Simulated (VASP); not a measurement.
Output of a VASP run:

**OUTCAR**
```
 ion  position               nearest neighbor table
   1  0.500  0.500  0.500-   2 2.87   2 2.87   2 2.87   2 2.87   2 2.87   2 2.87   2 2.87   2 2.87
  LATTYP: Found a simple cubic cell.
 ALAT       =     3.3150000000
 Subroutine PRICEL returns:
 Original cell was already a primitive cell.
 Subroutine GETGRP returns: Found 48 space group operations
The static configuration has the point symmetry O_h .
The dynamic configuration has the point symmetry O_h .
 Subroutine INISYM returns: Found 48 space group operations
 Subroutine IBZKPT returns following result:
 Found     56 irreducible k-points:

 Following reciprocal coordinates:
            Coordinates               Weight
  0.000000  0.000000  0.000000      1.000000
  0.100000  0.000000  0.000000      6.000000
  0.200000  0.000000  0.000000      6.000000
  0.300000  0.000000  0.000000      6.000000
  0.400000  0.000000  0.000000      6.000000
  0.500000  0.000000  0.000000      3.000000
  0.100000  0.100000  0.000000     12.000000
  0.200000  0.100000  0.000000     24.000000
  0.300000  0.100000  0.000000     24.000000
  0.400000  0.100000  0.000000     24.000000
  0.500000  0.100000  0.000000     12.000000
  0.200000  0.200000  0.000000     12.000000
  0.300000  0.200000  0.000000     24.000000
  0.400000  0.200000  0.000000     24.000000
  0.500000  0.200000  0.000000     12.000000
  0.300000  0.300000  0.000000     12.000000
  0.400000  0.300000  0.000000     24.000000
  0.500000  0.300000  0.000000     12.000000
  0.400000  0.400000  0.000000     12.000000
  0.500000  0.400000  0.000000     12.000000
  0.500000  0.500000  0.000000      3.000000
  0.100000  0.100000  0.100000      8.000000
  0.200000  0.100000  0.100000     24.000000
  0.300000  0.100000  0.100000     24.000000
  0.400000  0.100000  0.100000     24.000000
  0.500000  0.100000  0.100000     12.000000
  0.200000  0.200000  0.100000     24.000000
  0.300000  0.200000  0.100000     48.000000
  0.400000  0.200000  0.100000     48.000000
  0.500000  0.200000  0.100000     24.000000
  0.300000  0.300000  0.100000     24.000000
  0.400000  0.300000  0.100000     48.000000
  0.500000  0.300000  0.100000     24.000000
  0.400000  0.400000  0.100000     24.000000
  0.500000  0.400000  0.100000     24.000000
  0.500000  0.500000  0.100000      6.000000
  0.200000  0.200000  0.200000      8.000000
  0.300000  0.200000  0.200000     24.000000
  0.400000  0.200000  0.200000     24.000000
  0.500000  0.200000  0.200000     12.000000
   k-points           NKPTS =     56   k-points in BZ     NKDIM =     56   number of bands    NBANDS=     15
   number of dos      NEDOS =    301   number of ions     NIONS =      2
   total plane-waves  NPLWV =  13824
   dimension x,y,z NGX =    24 NGY =   24 NGZ =   24
   dimension x,y,z NGXF=    48 NGYF=   48 NGZF=   48
   ions per type =               1   1
   PREC   = accura    normal or accurate (medium, high low for compatibility)
   ISTART =      0    job   : 0-new  1-cont  2-samecut
   ICHARG =      2    charge: 1-file 2-atom 10-const
   ISPIN  =      1    spin polarized calculation?
   LNONCOLLINEAR =      F non collinear calculations
   LSORBIT =      F    spin-orbit coupling
   INIWAV =      1    electr: 0-lowe 1-rand  2-diag
   ENCUT  =  400.0 eV  29.40 Ry    5.42 a.u.   5.41  5.41  5.41*2*pi/ulx,y,z
   NELM   =    100;   NELMIN=  2; NELMDL= -5     # of ELM steps
   EDIFF  = 0.1E-05   stopping-criterion for ELM
   LREAL  =      F    real-space projection
   NLSPLINE    = F    spline interpolate recip. space projectors
   LMAXMIX     =    4 max onsite mixed and CHGCAR
   VOSKOWN=      0    Vosko Wilk Nusair interpolation
   EDIFFG = 0.1E-04   stopping-criterion for IOM
   NSW    =      0    number of steps for IOM
   NBLOCK =      1;   KBLOCK =      1    inner block; outer block
   IBRION =     -1    ionic relax: 0-MD 1-quasi-New 2-CG
   NFREE  =      0    steps in history (QN), initial steepest desc. (CG)
...
```

OSZICAR:
```
       N       E                     dE             d eps       ncg     rms          rms(c)
DAV:   1     0.148535598662E+03    0.14854E+03   -0.98011E+03  1695   0.165E+03
DAV:   2    -0.207813342111E+01   -0.15061E+03   -0.14699E+03  1771   0.370E+02
DAV:   3    -0.881687611562E+01   -0.67387E+01   -0.66744E+01  2114   0.874E+01
DAV:   4    -0.893594206394E+01   -0.11907E+00   -0.11904E+00  2053   0.109E+01
DAV:   5    -0.894161468706E+01   -0.56726E-02   -0.56726E-02  2496   0.208E+00    0.587E+00
DAV:   6    -0.878499638909E+01    0.15662E+00   -0.39573E-01  2037   0.953E+00    0.276E+00
DAV:   7    -0.875448856876E+01    0.30508E-01   -0.72071E-02  2217   0.489E+00    0.125E+00
DAV:   8    -0.874802231181E+01    0.64663E-02   -0.23107E-02  1841   0.147E+00    0.368E-01
DAV:   9    -0.874731777527E+01    0.70454E-03   -0.18717E-03  2163   0.750E-01    0.559E-02
DAV:  10    -0.874732295877E+01   -0.51835E-05   -0.44118E-05  2194   0.101E-01    0.231E-02
DAV:  11    -0.874732421117E+01   -0.12524E-05   -0.52845E-06  2002   0.241E-02    0.284E-03
DAV:  12    -0.874732456173E+01   -0.35056E-06   -0.23449E-07  1148   0.573E-03
   1 F= -.87473246E+01 E0= -.87471495E+01  d E =-.525140E-03
```

**OUTCAR**
```
------------------------ aborting loop because EDIFF is reached ----------------------------------------
  FORCE on cell =-STRESS in cart. coord.  units (eV):
  Direction    XX          YY          ZZ          XY          YZ          ZX
  --------------------------------------------------------------------------------------
  Total       -0.1924371     -0.1924371     -0.1924371      0.0000000      0.0000000     -0.0000000
  in kB       -8.4634760     -8.4634760     -8.4634760      0.0000000      0.0000000     -0.0000000
  external PRESSURE =      -8.4634760 kB  Pullay stress =       0.0000000 kB
  volume of cell :       36.43
      direct lattice vectors                 reciprocal lattice vectors
     3.315000000  0.000000000  0.000000000     0.301659125  0.000000000  0.000000000
     0.000000000  3.315000000  0.000000000     0.000000000  0.301659125  0.000000000
     0.000000000  0.000000000  3.315000000     0.000000000  0.000000000  0.301659125
 POSITION                                       TOTAL-FORCE (eV/Angst)
 -----------------------------------------------------------------------------------
      1.65750      1.65750      1.65750         0.000000      0.000000      0.000000
      0.00000      0.00000      0.00000         0.000000      0.000000      0.000000
 -----------------------------------------------------------------------------------
    total drift:                                0.000000      0.000000     -0.000000
  FREE ENERGIE OF THE ION-ELECTRON SYSTEM (eV)
  ---------------------------------------------------
  free  energy   TOTEN  =        -8.7473245617 eV

  energy  without entropy=       -8.7467994217  energy(sigma->0) =       -8.74714952
```
(Selected blocks of OUTCAR.)

**POSCAR**
```
PdIn
1
    3.3150000000     0.0000000000     0.0000000000
    0.0000000000     3.3150000000     0.0000000000
    0.0000000000     0.0000000000     3.3150000000
In Pd
1 1
Direct
  0.5000000000   0.5000000000   0.5000000000
  0.0000000000   0.0000000000   0.0000000000
```

**Question.** Write an INCAR and KPOINTS that could have produced this output.

**Answer.** One answer among several that fit: the input of the run itself, PBE GGA, plane waves, VASP's PBE PAW potentials (set 64).

### INCAR
```
SYSTEM=PdIn
PREC=Accurate; ENCUT=400; LREAL=.FALSE.
LASPH=.TRUE.
EDIFF=1E-6; NELM=100; ALGO=Normal
LMAXMIX=4
ISMEAR=1; SIGMA=0.1
GGA=PE
ISIF=2
LWAVE=.FALSE.; LCHARG=.FALSE.
```

KPOINTS:
```
Automatic mesh
0
Gamma
  10 10 10
0 0 0
```

POTCAR, in this order: In_d Pd (PBE.64 set). Program: vasp_std.

The compound is PdIn in the CsCl type structure. The cell was not relaxed at this level. The electron count is odd and the run is not spin-polarised, which forces a metal.
